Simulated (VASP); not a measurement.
The input files of a VASP run:

INCAR:
```
! general
SYSTEM = KMgF3
PREC   = Accurate
ENCUT  = 520   ! plane-wave cut-off (eV)
LREAL  = .False.
LASPH  = .True.   ! aspherical one-centre terms

! electronic loop
EDIFF  = 1E-6   ! SCF stop (eV)
NELM   = 100
ALGO   = Normal   ! blocked Davidson

! smearing
ISMEAR = 0
SIGMA  = 0.05

! functional
GGA    = PE   ! PBE

! ions
IBRION = 2
NSW    = 60
ISIF   = 3   ! ions, shape and volume
EDIFFG = -0.02

! output
LWAVE  = .False.
LCHARG = .False.
```

### POSCAR
```
KMgF3
1.0
  4.0370163433   0.0000000000   0.0000000000
  0.0000000000   4.0370163433   0.0000000000
  0.0000000000   0.0000000000   4.0370163433
K Mg F
1 1 3
Cart
  0.0000000000   0.0000000000   0.0000000000
  2.0185081717   2.0185081717   2.0185081717
  2.0185081717   0.0000000000   2.0185081717
  0.0000000000   2.0185081717   2.0185081717
  2.0185081717   2.0185081717   0.0000000000
```

### KPOINTS
```
Automatic
0
gamma
  5 5 5
0 0 0
```

POTCAR, in this order: K_sv Mg F (PBE.64 set). Program: vasp_std.

Task: Write an equivalent input for Ansatz.

Result: One equivalent input (not run):
Ansatz 0.2 input:
```yaml
crystal:
  lattice:
    - [4.0370163, 0.0000000, 0.0000000]
    - [0.0000000, 4.0370163, 0.0000000]
    - [0.0000000, 0.0000000, 4.0370163]
  atoms:
    - { symbol: K, position: [0.0000000, 0.0000000, 0.0000000] }
    - { symbol: Mg, position: [0.5000000, 0.5000000, 0.5000000] }
    - { symbol: F, position: [0.5000000, 0.0000000, 0.5000000] }
    - { symbol: F, position: [0.0000000, 0.5000000, 0.5000000] }
    - { symbol: F, position: [0.5000000, 0.5000000, 0.0000000] }
kpoints:
  mp_grid: { grid: [5, 5, 5] }
hamiltonian:
  xc: pbe
  pseudopotentials: { kind: paw }
scf:
  occupations: { method: gaussian, width: 0.05 }
  max_iter: 100
relax:
  max_steps: 60
  f_tol: 0.02
  cell: {}
output: { forces: true, stress: true, eigenvalues: true }
```
Limits of the translation: each code has its own PAW files, so the cut-off isn't converted (ENCUT is set for VASP's; basis.ecutwfc is left out, and Ansatz then takes the one that its files recommend); Ansatz stops its SCF on the density residual and VASP on the energy change (EDIFF).

The compound is KMgF3 in the cubic perovskite structure. This run relaxes it. Symmetry was kept, so distortions that lower it aren't found. The start is the result of an earlier pass.
